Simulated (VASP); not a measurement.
A run of VASP 6.6.1 is set up as follows.

Contents of INCAR:

```
  PREC = Accurate
  ENCUT = 520
  EDIFF = 1E-7
  ISMEAR = 0
  SIGMA = 0.02
  LREAL = False
  LASPH = True
  NELM = 100
  ALGO = Fast
  ISIF = 2
  LWAVE = False
  LCHARG = False
  GGA = PE
  IVDW = 12
  LEPSILON = True
```

Contents of KPOINTS:

```
regular mesh
0
Gamma
  12 12 12
```

File POSCAR:

```
SiC                                     
1.0
    0.0000000000      2.1741170022      2.1741170022
    2.1741170022      0.0000000000      2.1741170022
    2.1741170022      2.1741170022      0.0000000000
  Si              C             
     1     1
Direct
     0.0000000000000000    0.0000000000000000    0.0000000000000000
     0.2500000000000000    0.2500000000000000    0.2500000000000000
```

Potentials or basis: VASP PAW PBE potentials, release 64 (Si, C).

Run with:

```console
$ cat potpaw_PBE.64/Si/POTCAR potpaw_PBE.64/C/POTCAR > POTCAR
$ mpirun -np 1 vasp_std > vasp.out
```

Predict the electronic dielectric tensor (diagonal).

6.95.

What does it give for the Born charges (mean of the diagonal)?

Si +2.70; C -2.70 e.

Estimate the band gap on the k mesh.

1.35 eV, indirect (least direct gap 4.55 eV).

Electronic dielectric tensor:
```
6.95 0.00 0.00
0.00 6.95 0.00
0.00 0.00 6.95
```

**The experiment to reproduce.**

From “Insight into the structural, elastic and electronic properties of a new orthorhombic 6O-SiC polytype”, 2020, pmc:7200658, for a bulk crystal of SiC: band gap 2.4 eV (indirect).

“Infrared properties of SiC particles”, 1999, arxiv:astro-ph/9903031 quotes, for a bulk crystal of SiC: high-frequency dielectric constant 6.49.

A measured gap of SiC is 2.4 eV (indirect; quoted in “Insight into the structural, elastic and electronic properties of a new orthorhombic 6O-SiC polytype”, 2020, pmc:7200658); the calculated 1.35 eV misses it by -1.05 eV. The value is that of PBE+D3(BJ) on a finite k mesh, which can miss the band edges, without temperature or zero-point motion. Semilocal functionals fall short of measured gaps as a rule. Measured high-frequency dielectric constant of SiC: 6.49 (quoted in “Infrared properties of SiC particles”, 1999, arxiv:astro-ph/9903031). This calculation gives 6.95 (+7.2 %).
